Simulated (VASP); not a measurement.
**Br2Zn: atomic charges with PBE+TS**

Molecule: Br2Zn, in a box.

```
Br Zn
1.0
    11.00000    0.00000    0.00000
     0.00000   13.00000    0.00000
     0.00000    0.00000   11.00000
Br Zn
2 1
Direct
  0.59021 0.64462 0.56956
  0.41215 0.35862 0.43662
  0.50100 0.50173 0.50300
```

```
Program                : VASP 6.6.1
Task                   : atomic charges
Functional             : PBE
Dispersion             : TS
Potentials or basis    : VASP PAW PBE potentials, release 64 (Br, Zn)
Cutoff                 : 520 eV
k mesh                 : 1 × 1 × 1
Occupations            : gaussian, width 0.01 eV
Spin                   : no spin polarisation
Further INCAR settings : ALGO = Fast; EDIFF = 1e-06
```

```json
{
  "Largest force": "0.132 eV/Å",
  "Gap between the frontier levels": "4.47 eV",
  "Valence electrons inside the program's atomic spheres": "Br 4.86; Zn 10.74",
  "Hirshfeld charges": "Br -0.19; Zn +0.39 e",
  "Dispersion energy per atom": "-0.005 eV"
}
```

Forces in eV/Å, atoms in the order of the input:
```
Br  -0.058 -0.107 -0.043
Br   0.056  0.111  0.042
Zn   0.002 -0.004  0.001
```

Levels at points of the mesh, in eV from the valence-band top:
```csv
k point,band 9,band 10,band 11,band 12,band 13,band 14,band 15,band 16,band 17
"(0.00, 0.00, 0.00)",-1.45,-0.40,-0.40,0.00,0.00,4.47,6.01,6.01,6.91
```

It took 120 s on 1 thread of Intel(R) Xeon(R) Platinum 8559C (Emerald Rapids), with other jobs on the host, peak memory 1.1 GiB.
